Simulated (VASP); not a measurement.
Crystal: InSb.

```
In Sb
1.0
     0.00000    3.26041    3.26041
     3.26041    0.00000    3.26041
     3.26041    3.26041    0.00000
In Sb
1 1
Direct
  0.00000 0.00000 0.00000
  0.75000 0.75000 0.75000
```

The cell is a database's computed one.

Base run:

* Program: VASP 6.6.1
* Functional: PBEsol
* Potentials or basis: VASP PAW PBE potentials, release 64 (In_d, Sb)
* Cutoff: 900 eV
* k mesh: 12 × 12 × 12
* Occupations: gaussian, width 0.1 eV
* Spin: no spin polarisation

Its results: band gap on the k mesh none (metal or under the smearing width); pressure 0.0 GPa.

Question: The run is repeated on the same cell with these changes: functional from PBEsol to r2SCAN; cutoff from 900 eV to 520 eV. What comes out?

Answer: Band gap on the k mesh 0.12 eV, direct; pressure 0.7 GPa.

r2SCAN gives the wider gap, since meta-GGAs in the generalised Kohn-Sham scheme recover part of the derivative discontinuity.

Caveats: the PAW data sets were made with another functional, which shifts forces and pressure a little; this crystal is a semiconductor, whose small gap the functional closes, so the metal is an error of the method (some runs); spin-orbit coupling is left out, which moves the levels of the heavy elements (some runs).

A k mesh can miss the band edges.

Not every run made on this cell is shown here.
